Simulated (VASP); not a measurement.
# AsC (Fm-3m) in VASP: further runs

The runs below take AsC through single point, relaxation of cell and atoms, with r2SCAN.

All numbers are computed with VASP 6.6.1; they aren't measurements. Logs are shortened: lines on timing, memory, paths and dates and some standing lists are left out, and cuts for length are marked.

### Step 1. Starting point

Symmetry: Fm-3m, No. 225, cubic system. The conventional cell has a = 4.447 Å, b = 4.447 Å, c = 4.447 Å, α = 90.00°, β = 90.00°, γ = 90.00°. C (site symmetry m-3m) is surrounded by 6 As at 2.22 Å. As (site symmetry m-3m) is surrounded by 6 C at 2.22 Å.

The cell was built by a generator and needn't be a form met in nature.

### Step 2. Single point, r2SCAN

POSCAR reads:

```
AsC
1.0
    0.0000000000      2.2236473225      2.2236473225
    2.2236473225      0.0000000000      2.2236473225
    2.2236473225      2.2236473225      0.0000000000
C As
1 1
Direct
    0.0000000000      0.0000000000      0.0000000000
    0.5000000000      0.5000000000      0.5000000000
```

INCAR.step1 reads:

```
SYSTEM = AsC
  PREC = Accurate
  ENCUT = 520
  ISMEAR = -1
  SIGMA = 0.1
  LREAL = .FALSE.
  LASPH = .TRUE.
  NELM = 60
  NBANDS = 12
  GGA = PE
  ALGO = Normal
  EDIFF = 1E-4
  LWAVE = .TRUE.
  LCHARG = .FALSE.
```

INCAR.step2 reads:

```
SYSTEM = AsC
  PREC = Accurate
  ENCUT = 520
  EDIFF = 1E-6
  ISMEAR = -1
  SIGMA = 0.1
  LREAL = .FALSE.
  LASPH = .TRUE.
  NELM = 60
  ALGO = Normal
  ISIF = 2
  LWAVE = .FALSE.
  LCHARG = .TRUE.
  METAGGA = R2SCAN
  LMIXTAU = .TRUE.
  LELF = .TRUE.
  LVHAR = .TRUE.
  NBANDS = 12
  ISTART = 1
```

KPOINTS reads:

```
regular mesh
0
G
  6 6 6
  0 0 0
```

Potentials or basis: VASP PAW PBE potentials, release 64 (C, As).

Command:

```sh
cat potpaw_PBE.64/C/POTCAR potpaw_PBE.64/As/POTCAR > POTCAR
cp INCAR.step1 INCAR
mpirun -np 1 vasp_std > vasp.out
cp INCAR.step2 INCAR
mpirun -np 1 vasp_std > vasp.out
```

OUTCAR:

```text
SYSTEM = AsC
   PREC = Accurate
   ENCUT = 520
   EDIFF = 1E-6
   ISMEAR = -1
   LREAL = .FALSE.
   LASPH = .TRUE.
   NELM = 60
   ISIF = 2
   METAGGA = R2SCAN
   ISTART = 1

 ion  position               nearest neighbor table
   1  0.000  0.000  0.000-   2 2.22   2 2.22   2 2.22   2 2.22   2 2.22   2 2.22
   2  0.500  0.500  0.500-   1 2.22   1 2.22   1 2.22   1 2.22   1 2.22   1 2.22

  LATTYP: Found a face centered cubic cell.
 ALAT       =     4.4472946450

  Lattice vectors:

 A1 = (   0.0000000000,   2.2236473225,   2.2236473225)
 A2 = (   2.2236473225,   0.0000000000,   2.2236473225)
 A3 = (   2.2236473225,   2.2236473225,   0.0000000000)

Analysis of symmetry for initial positions (statically):
=====================================================================
 Subroutine PRICEL returns:
 Original cell was already a primitive cell.

 Routine SETGRP: Setting up the symmetry group for a
 face centered cubic supercell.

 Subroutine GETGRP returns: Found 48 space group operations
 (whereof 48 operations were pure point group operations)
 out of a pool of 48 trial point group operations.

The static configuration has the point symmetry O_h .

Analysis of symmetry for dynamics (positions and initial velocities):
=====================================================================
 Subroutine PRICEL returns:
 Original cell was already a primitive cell.

 Routine SETGRP: Setting up the symmetry group for a
 face centered cubic supercell.

 Subroutine GETGRP returns: Found 48 space group operations
 (whereof 48 operations were pure point group operations)
 out of a pool of 48 trial point group operations.

The dynamic configuration has the point symmetry O_h .

 Subroutine INISYM returns: Found 48 space group operations
 (whereof 48 operations are pure point group operations),
 and found     1 'primitive' translations

----------------------------------------------------------------------------------------

                                     Primitive cell

  volume of cell :      21.9901

  direct lattice vectors                    reciprocal lattice vectors
     0.000000000  2.223647323  2.223647323    -0.224855801  0.224855801  0.224855801
     2.223647323  0.000000000  2.223647323     0.224855801 -0.224855801  0.224855801
     2.223647323  2.223647323  0.000000000     0.224855801  0.224855801 -0.224855801

  length of vectors
     3.144712201  3.144712201  3.144712201     0.389461672  0.389461672  0.389461672

  position of ions in fractional coordinates (direct lattice)
     0.000000000  0.000000000  0.000000000
     0.500000000  0.500000000  0.500000000

  ion indices of the primitive-cell ions
   primitive index   ion index
                 1           1
                 2           2

----------------------------------------------------------------------------------------

 KPOINTS: regular mesh

Automatic generation of k-mesh.
 Grid dimensions read from file:
 generate k-points for:    6    6    6

 Generating k-lattice:

  Cartesian coordinates                     Fractional coordinates (reciprocal lattice)
    -0.037475967  0.037475967  0.037475967     0.166666667  0.000000000  0.000000000
     0.037475967 -0.037475967  0.037475967     0.000000000  0.166666667  0.000000000
     0.037475967  0.037475967 -0.037475967     0.000000000  0.000000000  0.166666667

  Length of vectors
     0.064910279  0.064910279  0.064910279

  Shift w.r.t. Gamma in fractional coordinates (k-lattice)
     0.000000000  0.000000000  0.000000000

 Subroutine IBZKPT returns following result:
 ===========================================

 Found     16 irreducible k-points:

 Following reciprocal coordinates:
            Coordinates               Weight
  0.000000  0.000000  0.000000      1.000000
  0.166667  0.000000  0.000000      8.000000
  0.333333  0.000000  0.000000      8.000000
  0.500000  0.000000  0.000000      4.000000
  0.166667  0.166667  0.000000      6.000000
  0.333333  0.166667  0.000000     24.000000
[... 8 lines left out ...]
 -0.333333  0.333333  0.166667     24.000000
 -0.333333  0.500000  0.166667     12.000000
   k-points           NKPTS =     16   k-points in BZ     NKDIM =     16   number of bands    NBANDS=     12
   number of dos      NEDOS =    301   number of ions     NIONS =      2
   total plane-waves  NPLWV =  13824
   dimension x,y,z NGX =    24 NGY =   24 NGZ =   24
   dimension x,y,z NGXF=    48 NGYF=   48 NGZF=   48
   ions per type =               1   1
   NGX,Y,Z   is equivalent  to a cutoff of  12.69, 12.69, 12.69 a.u.
   NGXF,Y,Z  is equivalent  to a cutoff of  25.38, 25.38, 25.38 a.u.
 SYSTEM =  AsC
   PREC   = accura    normal or accurate (medium, high low for compatibility)
   ISTART =      1    job   : 0-new  1-cont  2-samecut
   ICHARG =      0    charge: 1-file 2-atom 10-const
   ISPIN  =      1    spin polarized calculation?
   LNONCOLLINEAR =      F non collinear calculations
   LSORBIT =      F    spin-orbit coupling
   LASPH  =      T    aspherical Exc in radial PAW
   ENCUT  =  520.0 eV  38.22 Ry    6.18 a.u.   5.85  5.85  5.85*2*pi/ulx,y,z
   NELM   =     60;   NELMIN=  2; NELMDL=  0     # of ELM steps
   EDIFF  = 0.1E-05   stopping-criterion for ELM
   LREAL  =      F    real-space projection
   EDIFFG = 0.1E-04   stopping-criterion for IOM
   NSW    =      0    number of steps for IOM
   IBRION =     -1    ionic relax: 0-MD 1-quasi-New 2-CG
   NFREE  =      0    steps in history (QN), initial steepest desc. (CG)
   ISIF   =      2    stress and relaxation
   ISYM   =      2    0-nonsym 1-usesym 2-fastsym
   POTIM  = 0.5000    time-step for ionic-motion
   TEBEG  =    0.0;   TEEND  =   0.0 temperature during run
   PSTRESS=    0.0 pullay stress
   NELECT =       9.0000    total number of electrons
   NUPDOWN=      -1.0000    fix difference up-down
   EMIN   =  10.00;   EMAX   =-10.00  energy-range for DOS
   EFERMI =   0.00;   METHOD = LEGACY
   ISMEAR =    -1;   SIGMA  =   0.10  broadening in eV -4-tet -1-fermi 0-gaus
   EFERMI_NEDOS =   21; number of points for ismear=-14 and -15
   IALGO  =     38    algorithm
   IMIX   =      4    mixing-type and parameters
     AMIX     =   0.40;   BMIX     =  1.00
     AMIX_MAG =   1.60;   BMIX_MAG =  1.00
  volume/ion in A,a.u.               =      11.00        74.20
  Fermi-wavevector in a.u.,A,eV,Ry     =   1.215476  2.296917 20.101005  1.477382
  Thomas-Fermi vector in A             =   2.350862
   LORBIT       =      0    0 simple, 1 ext, 2 COOP (PROOUT), +10 PAW based schemes
   METAGGA = R2SCAN    functional components
   LHFCALC =     F    Hartree Fock is set to
   AEXX    =    0.0000 exact exchange contribution
   IVDW    =     0    specifies the selected vdW correction
   LEPSILON=     F    determine dielectric tensor
   LRPA    =     F    only Hartree local field effects (RPA)
 non-spin polarized calculation
  energy-cutoff  :      520.00
  volume of cell :       21.99
 maximum number of plane-waves:       609
   NGX = 11   NGY = 11   NGZ = 11

 number of electron       9.0000001 magnetization

 Free energy of the ion-electron system (eV)
  ---------------------------------------------------
  ext. energy  EPLUGINS =         0.00000000
  ---------------------------------------------------
  free energy    TOTEN  =       -21.53799260 eV

  energy without entropy =      -21.52083574  energy(sigma->0) =      -21.52941417

 E-fermi :   8.3571     XC(G=0): -12.6706

 val. band max:        8.0909726885   @ k =  -0.1667   0.1667   0.0000
 cond. band min:       8.5002082343   @ k =   0.0000   0.0000   0.0000
 fundamental gap:      0.4092355458
 Fermi energy:         8.3571192534

 k-point     1 :       0.0000    0.0000    0.0000
  band No.  band energies     occupation
      1     -10.1928      2.00000
      2       7.0519      2.00000
      3       7.0519      2.00000
      4       7.0519      2.00000
      5       8.5002      0.38592
      6      16.2809      0.00000
      7      16.2809      0.00000
      8      16.2809      0.00000
      9      18.4611      0.00000
     10      18.4611      0.00000
     11      18.4611      0.00000
     12      22.8089      0.00000

 k-point     2 :       0.1667    0.0000    0.0000
  band No.  band energies     occupation
      1      -9.5878      2.00000
      2       3.5207      2.00000
      3       7.0677      1.99999
      4       7.0677      1.99999
      5      10.5492      0.00000
      6      14.2367      0.00000
      7      14.2367      0.00000
      8      14.8598      0.00000
      9      18.5404      0.00000
     10      19.7020      0.00000
     11      19.7020      0.00000
     12      26.0901      0.00000

 k-point     3 :       0.3333    0.0000    0.0000
  band No.  band energies     occupation
      1      -7.7876      2.00000
      2      -0.9392      2.00000
      3       7.3031      1.99995
      4       7.3031      1.99995
      5      11.3386      0.00000
      6      11.5583      0.00000
      7      11.5583      0.00000
      8      13.2810      0.00000
      9      20.2516      0.00000
     10      22.8917      0.00000
     11      22.8917      0.00000
     12      29.6442      0.00000
[... 166 lines left out ...]
 k-point    15 :      -0.3333    0.3333    0.1667
  band No.  band energies     occupation
      1      -3.5798      2.00000
      2      -3.3865      2.00000
      3       2.2830      2.00000
      4       2.5527      2.00000
      5       9.8473      0.00000
      6      11.7281      0.00000
      7      16.8494      0.00000
      8      17.6346      0.00000
      9      20.6984      0.00000
     10      21.2385      0.00000
     11      28.3920      0.00000
     12      31.1499      0.00000

 k-point    16 :      -0.3333    0.5000    0.1667
  band No.  band energies     occupation
      1      -3.5852      2.00000
      2      -1.2595      2.00000
      3      -0.0696      2.00000
      4       1.9186      2.00000
      5       7.9143      1.97642
      6      14.4512      0.00000
      7      15.5851      0.00000
      8      18.8136      0.00000
      9      19.3712      0.00000
     10      24.0078      0.00000
     11      29.8635      0.00000
     12      32.1103      0.00000

------------------------ aborting loop because EDIFF is reached ----------------------------------------

  FORCE on cell =-STRESS in cart. coord.  units (eV):
  Direction    XX          YY          ZZ          XY          YZ          ZX
  --------------------------------------------------------------------------------------
  -------------------------------------------------------------------------------------
  Total        0.0247075      0.0247075      0.0247075      0.0000000     -0.0000000      0.0000000
  in kB        1.8001625      1.8001625      1.8001625      0.0000000     -0.0000000      0.0000000
  external PRESSURE =       1.8001625 kB  Pullay stress =       0.0000000 kB

 VOLUME and BASIS-vectors are now :
 -----------------------------------------------------------------------------
  energy-cutoff  :      520.00
  volume of cell :       21.99
      direct lattice vectors                 reciprocal lattice vectors
     0.000000000  2.223647323  2.223647323    -0.224855801  0.224855801  0.224855801
     2.223647323  0.000000000  2.223647323     0.224855801 -0.224855801  0.224855801
     2.223647323  2.223647323  0.000000000     0.224855801  0.224855801 -0.224855801

 POSITION                                       TOTAL-FORCE (eV/Angst)
 -----------------------------------------------------------------------------------
      0.00000      0.00000      0.00000         0.000000      0.000000      0.000000
      2.22365      2.22365      2.22365        -0.000000      0.000000     -0.000000
 -----------------------------------------------------------------------------------
    total drift:                                0.000000     -0.000000     -0.000000

  FREE ENERGIE OF THE ION-ELECTRON SYSTEM (eV)
  ---------------------------------------------------
  free  energy   TOTEN  =       -21.5379925964 eV

  energy  without entropy=      -21.5208357424  energy(sigma->0) =      -21.52941417
```

Wall time 17 s (1 thread of Intel Xeon 6975P-C (Granite Rapids), shared host); peak memory 0.14 GiB.

Results:

```
Free energy            : -21.5380 eV
Pressure               : 0.2 GPa
Band gap on the k mesh : none (metal or under the smearing width)
```

Caveat: the k mesh is coarse (spacing up to 0.41 Å⁻¹), so the values aren't converged; the PAW data sets were made with another functional, which shifts forces and pressure a little.

### Step 3. Relaxation of cell and atoms, r2SCAN

This run uses another cell than the first one, of 13.81 Å³/atom, 1.256 times its volume.

POSCAR reads:

```
AsC
1.0
    0.0000000000      2.3992690000      2.3992690000
    2.3992690000      0.0000000000      2.3992690000
    2.3992690000      2.3992690000      0.0000000000
C As
1 1
Direct
    0.0000000000      0.0000000000      0.0000000000
    0.5000000000      0.5000000000      0.5000000000
```

INCAR.step1 reads:

```
PREC     = Accurate       # precision mode
ENCUT    = 600            # plane-wave cutoff, eV
ISMEAR   = -1             # smearing method
SIGMA    = 0.1            # smearing width, eV
LREAL    = False          # projectors in reciprocal space
LASPH    = True           # aspherical terms in the spheres
NELM     = 100            # most SCF steps
GGA      = PE             # functional
ALGO     = Normal         # electronic algorithm
EDIFF    = 1E-4           # SCF threshold, eV
LWAVE    = True           # write WAVECAR
LCHARG   = False          # write CHGCAR
```

INCAR.step2 reads:

```
PREC     = Accurate       # precision mode
ENCUT    = 600            # plane-wave cutoff, eV
EDIFF    = 1E-6           # SCF threshold, eV
ISMEAR   = -1             # smearing method
SIGMA    = 0.1            # smearing width, eV
LREAL    = False          # projectors in reciprocal space
LASPH    = True           # aspherical terms in the spheres
NELM     = 100            # most SCF steps
ALGO     = Normal         # electronic algorithm
ISIF     = 3              # what is computed and relaxed
LWAVE    = False          # write WAVECAR
LCHARG   = False          # write CHGCAR
METAGGA  = R2SCAN         # meta-GGA
LMIXTAU  = True         
IBRION   = 2              # ionic algorithm
NSW      = 60             # ionic steps
EDIFFG   = -0.01          # ionic threshold
ISTART   = 1
```

KPOINTS reads:

```
regular mesh
0
Gamma
  6 6 6
```

Potentials or basis: VASP PAW PBE potentials, release 64 (C, As).

Command:

```sh
cat potpaw_PBE.64/C/POTCAR potpaw_PBE.64/As/POTCAR > POTCAR
cp INCAR.step1 INCAR
mpirun -np 1 vasp_std > vasp.out
cp INCAR.step2 INCAR
mpirun -np 1 vasp_std > vasp.out
```

Run time: 70 s. Hardware: 1 thread of Intel Xeon 6975P-C (Granite Rapids), shared host; peak memory 0.17 GiB.

The run converged. Its results:

| Item | Value |
| --- | --- |
| Free energy | -21.5447 eV |
| Relaxed volume | 11.00 Å³/atom |
| Relaxed cell | a = 3.145 Å, b = 3.145 Å, c = 3.145 Å, α = 60.00°, β = 60.00°, γ = 60.00° |
| Space group after relaxing (to 0.05 Å) | Fm-3m (No. 225) |
| Energy gained by relaxing | 246.1 meV/atom |
| Ionic steps | 6 |
| Pressure after relaxing | 0.0 GPa |
| Band gap on the k mesh | none (metal or under the smearing width) |

The path:
```tsv
step	energy change (eV)	largest force (eV/Å)	pressure (GPa)	volume (Å³)
1	0.0000	0.0000	-22.92	27.62
2	-0.4247	0.0000	15.24	20.45
3	-0.4921	0.0000	-0.41	22.05
4	-0.4921	0.0000	0.36	21.94
5	-0.4922	0.0000	-0.20	22.02
6	-0.4922	0.0000	0.00	21.99
```

Final structure:
```yaml
crystal:
  lattice:
    - [0.00000, 2.22368, 2.22368]
    - [2.22368, 0.00000, 2.22368]
    - [2.22368, 2.22368, 0.00000]
  atoms:
    - { symbol: C, position: [0.00000, 0.00000, 0.00000] }
    - { symbol: As, position: [0.50000, 0.50000, 0.50000] }
```

Levels at points of the mesh, in eV from the Fermi level:
```
           k point  band 1  band 2  band 3  band 4  band 5  band 6  band 7  band 8
(0.00, 0.00, 0.00)  -18.55   -1.31   -1.31   -1.31    0.14    7.92    7.92    7.92
(0.50, 0.00, 0.00)  -13.22  -13.20   -0.72   -0.72    1.95    1.95    3.14    4.22
(0.50, 0.50, 0.00)  -12.70   -9.18   -6.50   -4.90   -4.90    4.47   10.16   10.16
```

Caveat: the k mesh is coarse (spacing up to 0.38 Å⁻¹), so the values aren't converged; the volume moved by over 15 % at a fixed basis, so the end points are rough; the PAW data sets were made with another functional, which shifts forces and pressure a little.

### Step 4. Single point, r2SCAN

POSCAR reads:

```
AsC
1.0
    0.0000000000      2.2236472413      2.2236472413
    2.2236472413      0.0000000000      2.2236472413
    2.2236472413      2.2236472413      0.0000000000
C As
1 1
Direct
    0.0000000000      0.0000000000      0.0000000000
    0.5000000000      0.5000000000      0.5000000000
```

INCAR.step1 reads:

```
SYSTEM = AsC
  ALGO = Normal
  EDIFF = 1E-4
  ENCUT = 520
  GGA = PE
  ISMEAR = -1
  LASPH = .TRUE.
  LCHARG = .FALSE.
  LREAL = .FALSE.
  LWAVE = .TRUE.
  NBANDS = 12
  NELM = 100
  PREC = Accurate
  SIGMA = 0.1
```

INCAR.step2 reads:

```
SYSTEM = AsC
  ALGO = Normal
  EDIFF = 1E-6
  ENCUT = 520
  ISIF = 2
  ISMEAR = -1
  ISTART = 1
  LASPH = .TRUE.
  LCHARG = .FALSE.
  LMIXTAU = .TRUE.
  LREAL = .FALSE.
  LWAVE = .FALSE.
  METAGGA = R2SCAN
  NBANDS = 12
  NELM = 100
  PREC = Accurate
  SIGMA = 0.1
```

KPOINTS reads:

```
k-points
0
G
  6 6 6
  0 0 0
```

Command:

```sh
cat potpaw_PBE.64/C/POTCAR potpaw_PBE.64/As/POTCAR > POTCAR
cp INCAR.step1 INCAR
mpirun -np 1 vasp_std > vasp.out
cp INCAR.step2 INCAR
mpirun -np 1 vasp_std > vasp.out
```

It took 14 s on 1 thread of Intel Xeon 6975P-C (Granite Rapids), shared host; peak memory 0.14 GiB.

Results (log left out):

```
Free energy            : -21.5380 eV
Pressure               : 0.2 GPa
Band gap on the k mesh : none (metal or under the smearing width)
```

Levels at points of the mesh, in eV from the Fermi level:
```csv
k point,band 1,band 2,band 3,band 4,band 5,band 6,band 7,band 8
"(0.00, 0.00, 0.00)",-18.55,-1.31,-1.31,-1.31,0.14,7.92,7.92,7.92
"(0.50, 0.00, 0.00)",-13.22,-13.20,-0.72,-0.72,1.95,1.95,3.14,4.22
"(0.50, 0.50, 0.00)",-12.70,-9.18,-6.50,-4.90,-4.90,4.47,10.16,10.16
```

Caveat: the k mesh is coarse (spacing up to 0.41 Å⁻¹), so the values aren't converged; the PAW data sets were made with another functional, which shifts forces and pressure a little.

(Part 1 of 3 ends here.)
